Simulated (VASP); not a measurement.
The system is Au.

```
Au
1.0
     0.00000    2.03500    2.03500
     2.03500    0.00000    2.03500
     2.03500    2.03500    0.00000
Au
1
Direct
  0.00000 0.00000 0.00000
```

| Quantity | Value |
| --- | --- |
| Program | VASP 6.6.1 |
| Task | relaxation of cell and atoms |
| Functional | r2SCAN |
| Potentials or basis | VASP PAW PBE potentials, release 64 (Au) |
| Cutoff | 600 eV |
| k mesh | 16 × 16 × 16 |
| Occupations | methfessel-paxton, width 0.1 eV |
| Spin | no spin polarisation |

At the start: pressure 7.3 GPa; volume 16.85 Å³/atom.

Task: How do energy, volume and symmetry change on relaxing?

Result: Over 3 steps the energy falls by 15.7 meV/atom and the volume is 17.58 Å³/atom (+4.3 %); space group Fm-3m (No. 225, to 0.05 Å).

Step by step:
| step | energy change (eV) | largest force (eV/Å) | pressure (GPa) | volume (Å³) |
| --- | --- | --- | --- | --- |
| 1 | 0.0000 | 0.0000 | 7.33 | 16.85 |
| 2 | 0.0200 | 0.0000 | -8.47 | 18.81 |
| 3 | -0.0157 | 0.0000 | -0.05 | 17.58 |

Final structure:
```yaml
crystal:
  lattice:
    - [0.00000, 2.06396, 2.06396]
    - [2.06396, 0.00000, 2.06396]
    - [2.06396, 2.06396, 0.00000]
  atoms:
    - { symbol: Au, position: [0.00000, 0.00000, 0.00000] }
```

Caveat: the PAW data sets were made with another functional, which shifts forces and pressure a little.
